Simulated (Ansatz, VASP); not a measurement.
## Cross-check of In between VASP and Ansatz

One calculation is typed for both programs; each brings its own data sets and cutoff. How far apart do they land? The cell is taken from a series of VASP runs on this material, whose earlier steps may have relaxed, scaled or displaced it; both programs get it as it stands.

Method: plane waves, with VASP 6.6.1 beside it; electric field gradients at PBEsol, in Ansatz 0.2.0.

### 1. Starting point

Symmetry: I4/mmm, No. 139, tetragonal system. Conventional cell: a = 3.260 Å, b = 3.260 Å, c = 4.798 Å, α = 90.00°, β = 90.00°, γ = 90.00°. Nearest to In lie 12 In at 3.26 to 3.33 Å.

### 2. Ansatz: electric field gradients, PBEsol

Ansatz runs on its default PAW (the set named soft_2) files.

Field gradients test the density near the nuclei, where the PAW reconstruction matters most.

Input file input.yaml:

```yaml
crystal:
  lattice:
    - [-1.6299713492, 1.6299713492, 2.3988023997]
    - [1.6299713492, -1.6299713492, 2.3988023997]
    - [1.6299713492, 1.6299713492, -2.3988023997]
  atoms:
    - { symbol: In, position: [0.0, 0.0, 0.0] }
hamiltonian:
  xc: pbesol
  pseudopotentials: { kind: paw }
kpoints:
  mp_grid: { grid: [11, 11, 11] }
scf:
  occupations: { method: methfessel_paxton, width: 0.2 }
  n_extra_bands: 4
output:
  forces: true
  stress: true
  eigenvalues: true
  efg: {}
```

Command:

```console
$ ansatz run input.yaml --threads 2 --pin off --max-ram 4608MiB --backend cpu --events-out ev --progress --plain --runs-dir out
```

Numbers of over 12 decimals in the logs are rounded to 6 here.

What it wrote:

```text
scf.n_extra_bands = 4 over 7 filled bands (N_el = 13.0): the run solves 11 bands
In: output.efg is read without spin–orbit coupling, which moves field gradients at and beside such atoms by some per cent and up to a factor of two; PAW files take it under magnetization.noncollinear and magnetization.spin_orbit
Engine: ansatz 0.2.0, aarch64-unknown-linux-gnu
Pseudopotentials: kind: paw
Pseudopotential: In, paw, valence charge 13, recommended cutoff 420 eV (normal), In.paw.azcp
Functional definition: PBEsol
  exchange = pbesol_x
  correlation = pbesol_c
Crystal: 1 atoms, lattice volume = 25.493 Å³
Basis set: ecut = 420 eV, 533 PW (Γ), exchange–correlation on 48×48×48 points (8 copies of the dense FFT grid, shifted against one another)
Bands: 11, of which v1, the nominal top of the filled ones, is band 7 counted from 1 (6 counted from 0)
Symmetry: 16 space group operations
Space group: I4/mmm (ITA 139), of the structure as read, at distance tolerance 2.9e-5 Å
k-points: 126 of 1331
Non-local potential: In, projectors of the file, l = 0: 2, l = 1: 2, l = 2: 2, l = 3: 2
PAW form: soft (Blöchl's): semilocal exchange-correlation on the pseudo side does not see the compensation charge
PAW frozen core: In, regenerated for the run's functional, and the local potential with it (the file was generated under x = pbe(κ = 0.804, μ = 0.219515), c = pbe(β = 0.066725))
PAW one-centre angular grid: In, 590 points (default); XC on 64 Gauss nodes
Initial density: superposition of atomic densities (neutral atoms: chi_scale 0, normalization atom), corrected by the library's trained network
Initial wavefunctions: pseudopotential atomic-orbital guess
Functional: x = pbesol(κ = 0.804, μ = 0.123457), c = pbesol(β = 0.046)
SCF iter   1: F=—  HF=-5525.409524 eV  |F-HF|=—  |Δ(HF+E_count)|=         —  Δρ=3.20e-3  dr2=2.57e-3  ethr=1.77e-3  ⟨swp⟩=5.0  Hψ=7536  notcnv=0
preconditioner: auto → none  [metal: Δε(μ)=0.030 eV  Ē_g=19.734 eV  σ=0.200 eV  W_gap=0.12  n_scr=8 (ndim 8)  ℏωp=26.5 eV  f_vac=0.000  D(μ)=0.52/eV (n_scr^D=0)  sad-step TF]
SCF iter   2: F=—  HF=-5525.407693 eV  |F-HF|=—  |Δ(HF+E_count)|=   1.83e-3  S|Δr|=    0.00e0  Δρ=1.25e-3  dr2=5.18e-4  ethr=1.97e-5  ⟨swp⟩=2.3  Hψ=2869  notcnv=0
SCF iter   3: F=—  HF=-5525.407486 eV  |F-HF|=—  |Δ(HF+E_count)|=   2.08e-4  S|Δr|=    0.00e0  Δρ=3.48e-4  dr2=1.60e-5  ethr=3.98e-6  ⟨swp⟩=2.0  Hψ=2129  notcnv=0  defer=1
SCF iter   4: F=—  HF=-5525.407482 eV  |F-HF|=—  |Δ(HF+E_count)|=   4.00e-6  S|Δr|=    0.00e0  Δρ=6.32e-5  dr2=8.03e-7  ethr=1.23e-7  ⟨swp⟩=2.0  Hψ=1995  notcnv=0  defer=1
SCF iter   5: F=-5525.407481 eV  HF=-5525.407481 eV  |F-HF|=1.46e-9  |Δ(HF+E_count)|=   3.98e-7  S|Δr|=    0.00e0  Δρ=2.93e-6  dr2=2.66e-9  ethr=7.69e-10  ⟨swp⟩=6.9  Hψ=6934  notcnv=0
SCF 1 converged in 5 iterations: F = -5525.407481 eV  dr2 = 2.66e-9
  greatest PAW one-centre occupation: 0.981 electrons in one spin orbital (limit 2), on the In atom at site 0 (counted from 0), in its partial waves of l = 2
SCF converged after 5 iterations
Stability not checked: this state was not tested for a lower state beside it, because cold or Methfessel-Paxton smearing, or corrected tetrahedra, fill the levels in a way that the test cannot read (fill_not_monotonic; see scf.lower_state_search)
Free energy (F): -5525.407481 eV
Harris-Foulkes:  -5525.407481 eV  (|F-HF|=1.46e-9)
Internal energy: -5525.406860 eV  (E = F + TS)
E sigma→0 (E₀):  -5525.407326 eV
Entropy (-TS):   -0.000621 eV (-0.621 meV/atom)
Fermi energy:    10.467684 eV
--- Per-component energies (eV) ---
  E_band       = -20.428364
  E_kinetic    = 241.898368
  E_local      = -1059.978045  (includes V_loc(G=0)·N_el)
  E_nonlocal   = 367.392210
  E_hartree    = 414.761186
  E_xc         = -214.252439
  E_vxc        = -100.682251  (∫ρ·V_xc dr)
  E_paw        = -4081.393434  (= ΣΔE_a)
  E_vpaw       = -298.582282  (= ΣTr[D̂ρ^β])
  E_aug_tail   = 0.000025  (compensation charges beyond the density's cutoff)
  E_ewald      = -1194.070634
  E_core_change = 0.235902  (= ΣΔE_core)
  E_smearing   = -0.000621  (= −TS)
  E_closure    = -0.000000  (closes the sum)
  Σ components = -5525.407481   (vs F -5525.407481, Δ=0.00e0)
--- Forces (eV/Å), atoms counted from 1 ---
  atom   1  In    -0.00000000     0.00000000     0.00000000
  max |Σ_I F_I| component: 2.22e-31 eV/Å
--- Stress (GPa, compression-positive) ---
        0.060611       0.000000       0.000000
        0.000000       0.060611      -0.000000
        0.000000       0.000000       0.052499
  P = ⅓ Tr σ = 0.0579 GPa (0.579 kbar)
--- PAW observables at the nuclei: V_zz in 10²¹ V/m², potentials from the cell's mean, atoms counted from 1 ---
  atom   1  In V_zz =    +1.336124   η = 0.0000   by run symmetry: allowed
            electrostatic potential = -7940.581965 V   contact ρ = none
--- Band table (eV; the first three rows and the last of 126) ---
  k-point 0: bands = [... 3 lower, -3.9732, -3.9128, 0.7111, 21.2137, 21.2137, 21.3181, 22.0367, 24.6277]
  k-point 1: bands = [... 3 lower, -3.9697, -3.9234, 0.9640, 19.8549, 19.9595, 20.3856, 21.1423, 25.5153]
  k-point 2: bands = [... 3 lower, -4.0116, -3.9071, 1.7310, 17.8621, 17.9925, 18.7808, 19.9179, 21.7489]
  k-point 125: bands = [... 3 lower, -3.7618, -3.7450, 8.0058, 8.0353, 13.5972, 15.0618, 18.5198, 19.9649]
```

It took 2.6 s on 2 threads of Arm Neoverse N1, shared host; peak memory 0.33 GiB; 4.3 s of CPU time.

Reading the cycles: dr2 is the Hartree energy of the density residual (eV), the measure of convergence; HF is the Harris–Foulkes estimate of the energy, which meets the free energy F at convergence.

The run ends at a pressure of 0.06 GPa.

### 3. VASP: electric field gradients, PBEsol

The same cell, functional, mesh and smearing now go to VASP, with its own data sets and cutoff.

Lines of VASP's logs that name or quote its potential files are left out, and so is its time.

Input file INCAR:

```
SYSTEM = In
PREC = Accurate
ENCUT = 400
EDIFF = 1E-07
NELM = 100
ISMEAR = 1
SIGMA = 0.2
LREAL = .FALSE.
ALGO = Normal
GGA = PS
NBANDS = 12
LORBIT = 11
LWAVE = .FALSE.
LCHARG = .FALSE.
KPAR = 2
LEFG = .TRUE.
LASPH = .TRUE.
```

Input file POSCAR:

```
In
1.0
   -1.6299713492      1.6299713492      2.3988023997
    1.6299713492     -1.6299713492      2.3988023997
    1.6299713492      1.6299713492     -2.3988023997
In
1
Direct
    0.0000000000      0.0000000000      0.0000000000
```

Input file KPOINTS:

```
Automatic mesh
0
Gamma
11 11 11
0 0 0
```

Potentials, in the order of the species: In_d (PBE family, release 64).

Command:

```console
$ mpirun -np 2 vasp_std
```

What it wrote:

```text
[banner, memory and clock lines left out]
running    2 mpi-ranks, on    1 nodes
 distrk:  each k-point on    1 cores,    2 groups
 distr:  one band on    1 cores,    1 groups

 POSCAR found type information on POSCAR In
 POSCAR found :  1 types and       1 ions
|                                                                             |
|               ----> ADVICE to this user running VASP <----                  |
|                                                                             |
|     You enforced a specific xc type in the INCAR file but a different       |
|     [... a line on the potential file left out ...]
|     I HOPE YOU KNOW WHAT YOU ARE DOING!                                     |
|                                                                             |

 LDA part: xc-table for (Slater+PW92), standard interpolation
 POSCAR, INCAR and KPOINTS ok, starting setup
 FFT: planning ... GRIDC
 FFT: planning ... GRID_SOFT
 FFT: planning ... GRID
 WAVECAR not read
 entering main loop
       N       E                     dE             d eps       ncg     rms          rms(c)
DAV:   1     0.716805922517E+02    0.71681E+02   -0.53757E+03  3088   0.116E+03
DAV:   2     0.246061901914E+00   -0.71435E+02   -0.69504E+02  3216   0.263E+02
DAV:   3    -0.295457790765E+01   -0.32006E+01   -0.31925E+01  3560   0.595E+01
DAV:   4    -0.302606740237E+01   -0.71489E-01   -0.71471E-01  3912   0.855E+00
DAV:   5    -0.302909684860E+01   -0.30294E-02   -0.30294E-02  4128   0.155E+00    0.241E+00
DAV:   6    -0.299154709535E+01    0.37550E-01   -0.60003E-02  3840   0.511E+00    0.114E+00
DAV:   7    -0.298446902997E+01    0.70781E-02   -0.15707E-02  4060   0.240E+00    0.292E-01
DAV:   8    -0.298379170783E+01    0.67732E-03   -0.86698E-04  3880   0.504E-01    0.259E-02
DAV:   9    -0.298379394156E+01   -0.22337E-05   -0.10896E-05  4512   0.389E-02    0.156E-02
DAV:  10    -0.298379459524E+01   -0.65368E-06   -0.89171E-07  3852   0.115E-02    0.669E-04
DAV:  11    -0.298379461116E+01   -0.15924E-07   -0.19241E-08  2452   0.238E-03
ion   1
     0.0000000    -0.0000000    -0.0000000     0.1278655    -0.0000000    -0.0000000
     0.0000565    -0.0000000    -0.0000000     0.1278655    -0.0000000    -0.0000000
     0.0000778    -0.0000000    -0.0000000     0.1278655    -0.0000000    -0.0000000
     0.0001071    -0.0000000    -0.0000000     0.1278655    -0.0000000    -0.0000000
     0.0001475    -0.0000000    -0.0000000     0.1278655    -0.0000000    -0.0000000

     0.0000000    -0.0000000     0.0000000   -10.4805827     0.0000000     0.0000000
     0.0000565    -0.0000000     0.0000000   -10.4784441     0.0000000     0.0000000
     0.0000778    -0.0000000     0.0000000   -10.4772875     0.0000000     0.0000000
     0.0001071    -0.0000000     0.0000000   -10.4754359     0.0000000     0.0000000
     0.0001475    -0.0000000     0.0000000   -10.4724837     0.0000000     0.0000000

   1 F= -.29837946E+01 E0= -.29835883E+01  d E =-.619009E-03
```

OUTCAR, selected parts (step 3):

```text
ion  position               nearest neighbor table
   1  0.000  0.000  0.000-

  LATTYP: Found a body centered tetragonal cell.
 ALAT       =     3.2599426984
 C/A-ratio  =     1.4716837820

 Subroutine GETGRP returns: Found 16 space group operations
 (whereof 16 operations were pure point group operations)

The static configuration has the point symmetry D_4h.

 Found    126 irreducible k-points:

   k-points           NKPTS =    126   k-points in BZ     NKDIM =    126   number of bands    NBANDS=     12

   dimension x,y,z NGX =    24 NGY =   24 NGZ =   24
   dimension x,y,z NGXF=    48 NGYF=   48 NGZF=   48

   ENCUT  =  400.0 eV  29.40 Ry    5.42 a.u.   5.43  5.43  5.43*2*pi/ulx,y,z

   NELECT =      13.0000    total number of electrons

 k-points in reciprocal lattice and weights: Automatic mesh
   0.00000000  0.00000000  0.00000000       0.001
   0.09090909  0.00000000  0.00000000       0.006
   0.18181818  0.00000000  0.00000000       0.006
   0.27272727 -0.00000000  0.00000000       0.006
   0.36363636 -0.00000000  0.00000000       0.006
   0.45454545  0.00000000  0.00000000       0.006
   0.09090909  0.09090909  0.00000000       0.006
   0.18181818  0.09090909  0.00000000       0.012
   0.27272727  0.09090909  0.00000000       0.012
[...]
-0.45454545  0.45454545  0.45454545       0.003
  -0.45454545 -0.45454545  0.45454545       0.002

 average (electrostatic) potential at core
       1 -93.3917

 E-fermi :   7.6630

 k-point     1 :       0.0000    0.0000    0.0000
  band No.  band energies     occupation
    ...
      2      -6.9005      2.00000
      3      -6.9005      2.00000
      4      -6.7651      2.00000
      5      -6.7044      2.00000
      6      -2.0942      2.00000
      7      18.4103      0.00000
      8      18.4103      0.00000
      9      18.5143      0.00000
     10      19.2498      0.00000
     11      21.8434      0.00000
    ...

 k-point     2 :       0.0909    0.0000    0.0000
  band No.  band energies     occupation
    ...
      2      -6.8987      2.00000
      3      -6.8862      2.00000
      4      -6.7642      2.00000
      5      -6.7080      2.00000
      6      -1.9093      2.00000
      7      16.3401      0.00000
      8      18.0978      0.00000
      9      18.1455      0.00000
     10      19.0908      0.00000
     11      22.4137      0.00000
    ...

 k-point     3 :       0.1818    0.0000    0.0000
  band No.  band energies     occupation
    ...
      2      -6.8934      2.00000
      3      -6.8584      2.00000
      4      -6.7443      2.00000
      5      -6.7068      2.00000
      6      -1.3474      2.00000
      7      13.1557      0.00000
      8      17.3581      0.00000
      9      17.6317      0.00000
     10      19.0211      0.00000
     11      21.8425      0.00000
    ...

  Total        0.0007163      0.0007163     -0.0009625      0.0000000     -0.0000000      0.0000000
  in kB        0.0450154      0.0450154     -0.0604904      0.0000000     -0.0000000      0.0000000
  external PRESSURE =       0.0098468 kB  Pullay stress =       0.0000000 kB

  energy-cutoff  :      400.00
  volume of cell :       25.49
      direct lattice vectors                 reciprocal lattice vectors
    -1.629971349  1.629971349  2.398802400     0.000000000  0.306753858  0.208437344
     1.629971349 -1.629971349  2.398802400     0.306753858  0.000000000  0.208437344
     1.629971349  1.629971349 -2.398802400     0.306753858  0.306753858  0.000000000

 POSITION                                       TOTAL-FORCE (eV/Angst)
 -----------------------------------------------------------------------------------
      0.00000      0.00000      0.00000         0.000000     -0.000000      0.000000
 -----------------------------------------------------------------------------------
    total drift:                               -0.000000      0.000000      0.000000

  FREE ENERGIE OF THE ION-ELECTRON SYSTEM (eV)
  ---------------------------------------------------
  free  energy   TOTEN  =        -2.9837946112 eV

  energy  without entropy=       -2.9831756018  energy(sigma->0) =       -2.98358827

 Electric field gradients after diagonalization (V/A^2)
 (convention: |V_zz| > |V_xx| > |V_yy|)
----------------------------------------------------------------------
 ion       V_xx      V_yy      V_zz     asymmetry (V_yy - V_xx)/ V_zz
----------------------------------------------------------------------
   1      -6.564    -6.559    13.124       0.000
----------------------------------------------------------------------

 total charge
# of ion       s       p       d       tot
------------------------------------------
    1        0.992   0.507   9.852  11.351

[... 3 further parts left out ...]
```

The run ends at a pressure of 0.00 GPa.

### 4. Side by side

Known differences besides the potentials themselves: Ansatz adds the response of the frozen cores to the gradients, VASP leaves it out; the cutoff is 420 eV in Ansatz and 400 eV in VASP. Total energies have different zeros and are not compared.

Both answers:

```csv
quantity,Ansatz,VASP,difference
pressure (GPa),0.06,0.00,+0.06
Vzz at In1 (V/Å²),13.4,13.1,+0.2
```

Ansatz's pressure holds a Pulay correction of 0.04 GPa; VASP's holds none.

### 5. What came out

```
difference in Vzz at In1 (electric field gradients, PBEsol) : 0.24 V/Å²
```

**Reading.** The difference in Vzz at In1 is 0.24 V/Å² (electric field gradients, PBEsol). How closely two codes agree says nothing of how well the functional describes the real material.

[Lines on the potential files, build, host, timing and source positions are cut from VASP's logs without a mark.]

[Logs are printed without paths, hosts, clocks, repeated set-up lines and the standing remarks that a program may print on its own settings, such as how far it seeks lower states.]

[Hosts, paths, dates, database ids (printed as entryN), source tags and the programs' standing remarks are cut or masked in the printed files.]
